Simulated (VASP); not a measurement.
# Li2Ni (R-3m) in VASP: density of states with LDA

Aim: the density of states of Li2Ni with LDA.

Program: VASP 6.6.1. These are calculated values, not measurements. Logs are shortened: lines on timing, memory, paths and dates and some standing lists are left out, and cuts for length are marked.

## 1. Starting point

The structure is trigonal, space group R-3m (No. 166). The conventional cell has a = 3.761 Å, b = 3.761 Å, c = 8.272 Å, α = 90.00°, β = 90.00°, γ = 120.00°. Ni (site symmetry -3m) has 8 Li at 2.07 to 2.28 Å as nearest neighbours. Li (site symmetry 3m) is surrounded by 4 Ni at 2.07 to 2.28 Å.

The cell was built by a generator and needn't be a form met in nature.

## 2. Density of states, LDA

The input, POSCAR:

```
Li2Ni
1.0
    1.8806835700      1.0858143900      2.7573710400
   -1.8806835700      1.0858143900      2.7573710400
    0.0000000000     -2.1716297800      2.7573710400
Ni Li
1 2
Direct
    0.0000000000      0.0000000000      0.0000000000
    0.2500000000      0.2500000000      0.2500000000
    0.7500000000      0.7500000000      0.7500000000
```

The input, INCAR.step1:

```
SYSTEM = Li2Ni
  ALGO = Fast
  EDIFF = 1E-7
  ENCUT = 520
  ISIF = 2
  ISMEAR = -5
  LASPH = .TRUE.
  LCHARG = .TRUE.
  LMAXMIX = 4
  LREAL = .FALSE.
  LWAVE = .FALSE.
  NBANDS = 15
  NELM = 100
  PREC = Accurate
  SIGMA = 0.1
```

The input, KPOINTS.step1:

```
k-points
0
G
  8 8 8
  0 0 0
```

The input, INCAR.step2:

```
SYSTEM = Li2Ni
  ALGO = Fast
  EDIFF = 1E-7
  ENCUT = 520
  ICHARG = 11
  ISIF = 2
  ISMEAR = -5
  LASPH = .TRUE.
  LCHARG = .FALSE.
  LMAXMIX = 4
  LORBIT = 11
  LREAL = .FALSE.
  LWAVE = .FALSE.
  NEDOS = 2001
  NELM = 100
  PREC = Accurate
  SIGMA = 0.1
```

The input, KPOINTS.step2:

```
k-points
0
G
  12 12 12
  0 0 0
```

Potentials or basis: VASP PAW LDA potentials, release 64 (Ni, Li_sv).

Command:

```console
> cat potpaw_LDA.64/Ni/POTCAR potpaw_LDA.64/Li_sv/POTCAR > POTCAR
> cp INCAR.step1 INCAR
> cp KPOINTS.step1 KPOINTS
> mpirun -np 1 vasp_std > vasp.out
> cp INCAR.step2 INCAR
> cp KPOINTS.step2 KPOINTS
> mpirun -np 1 vasp_std > vasp.out
```

OUTCAR:

```text
SYSTEM = Li2Ni
   EDIFF = 1E-7
   ENCUT = 520
   ICHARG = 11
   ISIF = 2
   ISMEAR = -5
   LASPH = .TRUE.
   LORBIT = 11
   LREAL = .FALSE.
   NELM = 100
   PREC = Accurate

 ion  position               nearest neighbor table
   1  0.000  0.000  0.000-   2 2.07   3 2.07   3 2.28   3 2.28   2 2.28   2 2.28   3 2.28   2 2.28

   2  0.250  0.250  0.250-   1 2.07   1 2.28   1 2.28   1 2.28   3 2.57   3 2.57   3 2.57   3 2.57
                             3 2.57   3 2.57
   3  0.750  0.750  0.750-   1 2.07   1 2.28   1 2.28   1 2.28   2 2.57   2 2.57   2 2.57   2 2.57
                             2 2.57   2 2.57

  LATTYP: Found a trigonal (rhomboedric) cell.
 ALAT       =     3.5098534091
 COS(alpha) =     0.4257716211

  Lattice vectors:

 A1 = (   1.8806835700,   1.0858143900,   2.7573710400)
 A2 = (  -1.8806835700,   1.0858143900,   2.7573710400)
 A3 = (   0.0000000000,  -2.1716297800,   2.7573710400)

Analysis of symmetry for initial positions (statically):
=====================================================================
 Subroutine PRICEL returns:
 Original cell was already a primitive cell.

 Routine SETGRP: Setting up the symmetry group for a
 trigonal (rhombohedral) supercell.

 Subroutine GETGRP returns: Found 12 space group operations
 (whereof 12 operations were pure point group operations)
 out of a pool of 12 trial point group operations.

The static configuration has the point symmetry D_3d.

Analysis of symmetry for dynamics (positions and initial velocities):
=====================================================================
 Subroutine PRICEL returns:
 Original cell was already a primitive cell.

 Routine SETGRP: Setting up the symmetry group for a
 trigonal (rhombohedral) supercell.

 Subroutine GETGRP returns: Found 12 space group operations
 (whereof 12 operations were pure point group operations)
 out of a pool of 12 trial point group operations.

The dynamic configuration has the point symmetry D_3d.

 Subroutine INISYM returns: Found 12 space group operations
 (whereof 12 operations are pure point group operations),
 and found     1 'primitive' translations

----------------------------------------------------------------------------------------

                                     Primitive cell

  volume of cell :      33.7845

  direct lattice vectors                    reciprocal lattice vectors
     1.880683570  1.085814390  2.757371040     0.265860780  0.153494572  0.120888114
    -1.880683570  1.085814390  2.757371040    -0.265860780  0.153494572  0.120888114
     0.000000000 -2.171629780  2.757371040     0.000000000 -0.306989145  0.120888058

  length of vectors
     3.509851654  3.509851654  3.509853409     0.329934045  0.329934045  0.329933717

  position of ions in fractional coordinates (direct lattice)
     0.000000000  0.000000000  0.000000000
     0.250000000  0.250000000  0.250000000
     0.750000000  0.750000000  0.750000000

  ion indices of the primitive-cell ions
   primitive index   ion index
                 1           1
                 2           2
                 3           3

----------------------------------------------------------------------------------------

 KPOINTS: k-points

Automatic generation of k-mesh.
 Grid dimensions read from file:
 generate k-points for:   12   12   12

 Generating k-lattice:

  Cartesian coordinates                     Fractional coordinates (reciprocal lattice)
     0.022155065  0.012791214  0.010074009     0.083333333  0.000000000  0.000000000
    -0.022155065  0.012791214  0.010074009     0.000000000  0.083333333  0.000000000
     0.000000000 -0.025582429  0.010074005     0.000000000  0.000000000  0.083333333

  Length of vectors
     0.027494504  0.027494504  0.027494476

  Shift w.r.t. Gamma in fractional coordinates (k-lattice)
     0.000000000  0.000000000  0.000000000

 TETIRR: Found    864 inequivalent tetrahedra from    10368

 Subroutine IBZKPT returns following result:
 ===========================================

 Found    189 irreducible k-points:

 Following reciprocal coordinates:
            Coordinates               Weight
  0.000000  0.000000  0.000000      1.000000
  0.083333  0.000000  0.000000      6.000000
  0.166667  0.000000 -0.000000      6.000000
  0.250000  0.000000  0.000000      6.000000
  0.333333  0.000000 -0.000000      6.000000
  0.416667  0.000000  0.000000      6.000000
[... 16 lines left out ...]
  0.500000  0.166667  0.000000     12.000000
 -0.416667  0.166667 -0.000000     12.000000
 [... further k-points ...]
   k-points           NKPTS =    189   k-points in BZ     NKDIM =    189   number of bands    NBANDS=     12
   number of dos      NEDOS =   2001   number of ions     NIONS =      3
   total plane-waves  NPLWV =  21952
   dimension x,y,z NGX =    28 NGY =   28 NGZ =   28
   dimension x,y,z NGXF=    56 NGYF=   56 NGZF=   56
   ions per type =               1   2
   NGX,Y,Z   is equivalent  to a cutoff of  13.26, 13.26, 13.26 a.u.
   NGXF,Y,Z  is equivalent  to a cutoff of  26.52, 26.52, 26.52 a.u.
 SYSTEM =  Li2Ni
   PREC   = accura    normal or accurate (medium, high low for compatibility)
   ISTART =      0    job   : 0-new  1-cont  2-samecut
   ICHARG =     11    charge: 1-file 2-atom 10-const
   ISPIN  =      1    spin polarized calculation?
   LNONCOLLINEAR =      F non collinear calculations
   LSORBIT =      F    spin-orbit coupling
   LASPH  =      T    aspherical Exc in radial PAW
   ENCUT  =  520.0 eV  38.22 Ry    6.18 a.u.   6.53  6.53  6.53*2*pi/ulx,y,z
   NELM   =    100;   NELMIN=  2; NELMDL=  0     # of ELM steps
   EDIFF  = 0.1E-06   stopping-criterion for ELM
   LREAL  =      F    real-space projection
   EDIFFG = 0.1E-05   stopping-criterion for IOM
   NSW    =      0    number of steps for IOM
   IBRION =     -1    ionic relax: 0-MD 1-quasi-New 2-CG
   NFREE  =      0    steps in history (QN), initial steepest desc. (CG)
   ISIF   =      2    stress and relaxation
   ISYM   =      2    0-nonsym 1-usesym 2-fastsym
   POTIM  = 0.5000    time-step for ionic-motion
   TEBEG  =    0.0;   TEEND  =   0.0 temperature during run
   PSTRESS=    0.0 pullay stress
   NELECT =      16.0000    total number of electrons
   NUPDOWN=      -1.0000    fix difference up-down
   EMIN   =  10.00;   EMAX   =-10.00  energy-range for DOS
   EFERMI =   0.00;   METHOD = LEGACY
   ISMEAR =    -5;   SIGMA  =   0.10  broadening in eV -4-tet -1-fermi 0-gaus
   EFERMI_NEDOS =   21; number of points for ismear=-14 and -15
   IALGO  =     68    algorithm
   IMIX   =      4    mixing-type and parameters
     AMIX     =   0.40;   BMIX     =  1.00
     AMIX_MAG =   1.60;   BMIX_MAG =  1.00
  volume/ion in A,a.u.               =      11.26        76.00
  Fermi-wavevector in a.u.,A,eV,Ry     =   1.276073  2.411428 22.155214  1.628362
  Thomas-Fermi vector in A             =   2.408750
   LORBIT       =     11    0 simple, 1 ext, 2 COOP (PROOUT), +10 PAW based schemes
   GGA     = CA    functional components
   LHFCALC =     F    Hartree Fock is set to
   AEXX    =    0.0000 exact exchange contribution
   IVDW    =     0    specifies the selected vdW correction
   LEPSILON=     F    determine dielectric tensor
   LRPA    =     F    only Hartree local field effects (RPA)
 non-spin polarized calculation
 RMM-DIIS sequential band-by-band and
 Fermi weights with tetrahedron method with Bloechl corrections
  energy-cutoff  :      520.00
  volume of cell :       33.78
 maximum number of plane-waves:       922
 NGX is ok and might be reduce to    28

 number of electron      16.0000014 magnetization

 Free energy of the ion-electron system (eV)
  ---------------------------------------------------
  ext. energy  EPLUGINS =         0.00000000
  ---------------------------------------------------
  free energy    TOTEN  =        -8.86039880 eV

  energy without entropy =       -8.86039880  energy(sigma->0) =       -8.86039880

 E-fermi :   3.8601     XC(G=0): -10.2698

 val. band max:        3.8832785852   @ k =   0.5000   0.4167   0.0000
 cond. band min:       3.7908575609   @ k =  -0.4167   0.1667   0.0833
 fundamental gap:     -0.0924210242
 Fermi energy:         3.8600632836

 k-point     1 :       0.0000    0.0000    0.0000
  band No.  band energies     occupation
      1     -40.1602      2.00000
      2     -40.0168      2.00000
      3      -0.9401      2.00000
      4       2.3948      2.00000
      5       2.3948      2.00000
      6       2.5771      2.00000
      7       3.2333      2.00000
      8       3.2333      2.00000
      9      12.4770      0.00000
     10      12.4771      0.00000
     11      12.5390      0.00000
     12      12.5392      0.00000

 k-point     2 :       0.0833    0.0000    0.0000
  band No.  band energies     occupation
      1     -40.1575      2.00000
      2     -40.0191      2.00000
      3      -0.8611      2.00000
      4       2.4120      2.00000
      5       2.4125      2.00000
      6       2.5940      2.00000
      7       3.2258      2.00000
      8       3.2284      2.00000
      9      10.6180      0.00000
     10      11.7427      0.00000
     11      12.7613      0.00000
     12      13.4173      0.00000

 k-point     3 :       0.1667    0.0000   -0.0000
  band No.  band energies     occupation
      1     -40.1497      2.00000
      2     -40.0259      2.00000
      3      -0.6247      2.00000
      4       2.4532      2.00000
      5       2.4551      2.00000
      6       2.6417      2.00000
      7       3.2141      2.00000
      8       3.2217      2.00000
      9       8.6909      0.00000
     10      11.1271      0.00000
     11      12.1070      0.00000
     12      14.3494      0.00000

 k-point     4 :       0.2500    0.0000    0.0000
  band No.  band energies     occupation
      1     -40.1373      2.00000
      2     -40.0365      2.00000
      3      -0.2322      2.00000
      4       2.4920      2.00000
      5       2.5007      2.00000
      6       2.7037      2.00000
      7       3.2231      2.00000
      8       3.2340      2.00000
      9       6.9261      0.00000
     10      10.6466      0.00000
     11      11.4648      0.00000
     12      14.1751      0.00000

 k-point     5 :       0.3333    0.0000   -0.0000
  band No.  band energies     occupation
      1     -40.1216      2.00000
      2     -40.0505      2.00000
      3       0.3023      2.00000
      4       2.5065      2.00000
      5       2.5323      2.00000
      6       2.7485      2.00000
      7       3.2661      2.00000
      8       3.2810      2.00000
      9       5.3939      0.00000
     10      10.2909      0.00000
     11      10.9353      0.00000
     12      13.5627      0.00000
[... 228 lines left out ...]
      1     -40.1262      2.00000
      2     -40.0453      2.00000
      3       0.1774      2.00000
      4       2.5820      2.00000
      5       2.6276      2.00000
      6       2.8020      2.00000
      7       3.1337      2.00000
      8       3.3337      2.00000
      9       6.3234      0.00000
     10       9.1577      0.00000
     11      10.1505      0.00000
     12      13.5082      0.00000

 k-point    22 :       0.4167    0.1667   -0.0000
  band No.  band energies     occupation
      1     -40.1118      2.00000
      2     -40.0585      2.00000
      3       0.7106      2.00000
      4       2.4978      2.00000
      5       2.7056      2.00000
      6       2.8298      2.00000
      7       3.2934      2.00000
      8       3.3815      2.00000
      9       4.9546      0.00000
     10       8.9787      0.00000
     11       9.3680      0.00000
     12      13.7128      0.00000

 k-point    23 :       0.5000    0.1667    0.0000
  band No.  band energies     occupation
      1     -40.0959      2.00000
      2     -40.0735      2.00000
      3       1.2745      2.00000
      4       2.3016      2.00000
      5       2.7814      2.00000
      6       2.8554      2.00000
      7       3.3493      2.00000
      8       3.5797      2.00000
      9       3.9197      0.12861
     10       8.6820      0.00000
     11       9.0899      0.00000
     12      13.8838      0.00000

 k-point    24 :      -0.4167    0.1667   -0.0000
  band No.  band energies     occupation
      1     -40.0900      2.00000
      2     -40.0795      2.00000
      3       1.4827      2.00000
      4       2.0970      2.00000
      5       2.7733      2.00000
      6       2.9153      2.00000
      7       3.2936      2.00000
      8       3.4374      2.00000
      9       4.0234     -0.02644
     10       8.2315      0.00000
     11       9.4498      0.00000
     12      14.1612      0.00000

 [... further k-points ...]

------------------------ aborting loop because EDIFF is reached ----------------------------------------

  FORCE on cell =-STRESS in cart. coord.  units (eV):
  Direction    XX          YY          ZZ          XY          YZ          ZX
  --------------------------------------------------------------------------------------
  -------------------------------------------------------------------------------------
  Total        2.5250511      2.5250584      4.2707072     -0.0000000     -0.0000005      0.0000000
  in kB      119.7465035    119.7468471    202.5314475     -0.0000000     -0.0000245      0.0000000
  external PRESSURE =     147.3415993 kB  Pullay stress =       0.0000000 kB

 VOLUME and BASIS-vectors are now :
 -----------------------------------------------------------------------------
  energy-cutoff  :      520.00
  volume of cell :       33.78
      direct lattice vectors                 reciprocal lattice vectors
     1.880683570  1.085814390  2.757371040     0.265860780  0.153494572  0.120888114
    -1.880683570  1.085814390  2.757371040    -0.265860780  0.153494572  0.120888114
     0.000000000 -2.171629780  2.757371040     0.000000000 -0.306989145  0.120888058

 POSITION                                       TOTAL-FORCE (eV/Angst)
 -----------------------------------------------------------------------------------
      0.00000      0.00000      0.00000         0.000000     -0.000000      0.000000
      0.00000     -0.00000      2.06803         0.000000     -0.000000      0.823045
      0.00000     -0.00000      6.20408         0.000000      0.000000     -0.823045
 -----------------------------------------------------------------------------------
    total drift:                               -0.000000      0.000000      0.000000

  FREE ENERGIE OF THE ION-ELECTRON SYSTEM (eV)
  ---------------------------------------------------
  free  energy   TOTEN  =        -8.8603988013 eV

  energy  without entropy=       -8.8603988013  energy(sigma->0) =       -8.86039880

 total charge

# of ion       s       p       d       tot
------------------------------------------
    1        0.664   0.136   8.601   9.401
    2        2.059   0.138   0.000   2.197
    3        2.059   0.138   0.000   2.197
--------------------------------------------------
tot          4.782   0.412   8.601  13.795
```

Run time: 1.9 min. Hardware: 1 thread of Intel Xeon Platinum 8488C (Sapphire Rapids), shared host; peak memory 0.19 GiB.

What came out:

* Valence electrons inside the program's atomic spheres: Ni 9.40; Li 2.20

Levels at points of the mesh, in eV from the Fermi level:
| k point | band 4 | band 5 | band 6 | band 7 | band 8 | band 9 | band 10 | band 11 | band 12 |
| --- | --- | --- | --- | --- | --- | --- | --- | --- | --- |
| (0.00, 0.00, 0.00) | -1.47 | -1.47 | -1.28 | -0.63 | -0.63 | 8.62 | 8.62 | 8.68 | 8.68 |
| (0.50, 0.00, 0.00) | -1.36 | -1.34 | -1.11 | -0.52 | -0.51 | -0.16 | 6.13 | 6.60 | 9.14 |
| (0.50, 0.50, 0.00) | -1.09 | -0.60 | -0.50 | -0.42 | 0.27 | 1.52 | 1.68 | 3.12 | 7.08 |
| (0.50, 0.50, 0.50) | -1.22 | -1.22 | -0.85 | -0.47 | -0.47 | -0.19 | 5.12 | 5.12 | 8.38 |

States per cell in windows of 1 eV (zero at the Fermi level; states under -8 eV left out):
| from (eV) | total | Ni1_d | Ni1_p | Ni1_s | Li2_p | Li3_p | Li2_s |
| --- | --- | --- | --- | --- | --- | --- | --- |
| -8.0 | 0.00 | 0.00 | 0.00 | 0.00 | 0.00 | 0.00 | 0.00 |
| -7.0 | 0.00 | 0.00 | 0.00 | 0.00 | 0.00 | 0.00 | 0.00 |
| -6.0 | 0.00 | 0.00 | 0.00 | 0.00 | 0.00 | 0.00 | 0.00 |
| -5.0 | 0.19 | 0.00 | 0.00 | 0.06 | 0.00 | 0.00 | 0.01 |
| -4.0 | 0.59 | 0.03 | 0.01 | 0.16 | 0.01 | 0.01 | 0.02 |
| -3.0 | 1.14 | 0.28 | 0.03 | 0.22 | 0.03 | 0.03 | 0.02 |
| -2.0 | 4.12 | 3.11 | 0.06 | 0.09 | 0.06 | 0.06 | 0.02 |
| -1.0 | 6.06 | 5.27 | 0.03 | 0.14 | 0.04 | 0.04 | 0.01 |
| 0.0 | 0.55 | 0.22 | 0.06 | 0.03 | 0.02 | 0.02 | 0.01 |
| 1.0 | 0.90 | 0.19 | 0.14 | 0.05 | 0.04 | 0.04 | 0.01 |
| 2.0 | 1.01 | 0.11 | 0.22 | 0.03 | 0.05 | 0.05 | 0.02 |
| 3.0 | 1.11 | 0.11 | 0.25 | 0.02 | 0.08 | 0.08 | 0.01 |
| 4.0 | 0.97 | 0.09 | 0.23 | 0.01 | 0.08 | 0.08 | 0.01 |
| 5.0 | 0.71 | 0.06 | 0.18 | 0.01 | 0.06 | 0.06 | 0.00 |
| 6.0 | 0.44 | 0.03 | 0.12 | 0.00 | 0.04 | 0.04 | 0.00 |
| 7.0 | 0.30 | 0.03 | 0.07 | 0.02 | 0.02 | 0.02 | 0.00 |

Caveat: the cutoff is under 1.25 times the usual one of these potentials, so pressure, stress and relaxed cells hold a basis-set (Pulay) error; tetrahedron occupations give inexact forces and stress in metals. Spin polarisation is off, so any magnetic state and its effect on volume and gap are missing.
